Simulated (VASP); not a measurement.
Write the native input for VASP 6.6.1 that does the following.

```
Task                   : optical spectrum
Functional             : PBEsol
Potentials or basis    : VASP PAW PBE potentials, release 64 (Ta_pv, Te)
Cutoff                 : 520 eV
k mesh                 : 8 × 8 × 8
Occupations            : gaussian, width 0.02 eV
Spin                   : no spin polarisation
Further INCAR settings : ALGO = Fast; EDIFF = 1e-06; NBANDS = 32
```

The structure of TaTe lies in POSCAR:

```
TaTe
1.0
    3.4200900000      0.0000000000      0.0000000000
    0.0000000000      3.4200900000      0.0000000000
    0.0000000000      0.0000000000      3.4200900000
Ta Te
1 1
Direct
    0.5000000000      0.5000000000      0.5000000000
    0.0000000000      0.0000000000      0.0000000000
```

The cell was built by a generator and needn't be a form met in nature.

One way to write it, as run:

INCAR

```
SYSTEM = TaTe
PREC = Accurate
ENCUT = 520
EDIFF = 1E-6
ISMEAR = 0
SIGMA = 0.02
LREAL = .FALSE.
LASPH = .TRUE.
NELM = 80
ALGO = Fast
ISIF = 2
LWAVE = .FALSE.
LCHARG = .FALSE.
GGA = PS
LOPTICS = .TRUE.
NBANDS = 32
NEDOS = 1000
CSHIFT = 0.1
```

KPOINTS

```
Automatic mesh
0
G
  8 8 8
  0 0 0
```

Potentials or basis: VASP PAW PBE potentials, release 64 (Ta_pv, Te).

Run with:

```bash
$ cat potpaw_PBE.64/Ta_pv/POTCAR potpaw_PBE.64/Te/POTCAR > POTCAR
$ mpirun -np 1 vasp_std > vasp.out
```

Results of the run:

The pressure is -5.3 GPa and the band gap on the k mesh is none (metal or under the smearing width).

Caveat: spectra need much finer meshes, so this one isn't converged; independent-particle spectra lack excitons; the intraband (Drude) part of a metal's response may be missing; the PAW data sets were made with another functional, which shifts forces and pressure a little.

Run time: 28 s on 1 thread of Intel(R) Xeon(R) Platinum 8559C (Emerald Rapids), with other jobs on the host, peak memory 0.21 GiB.
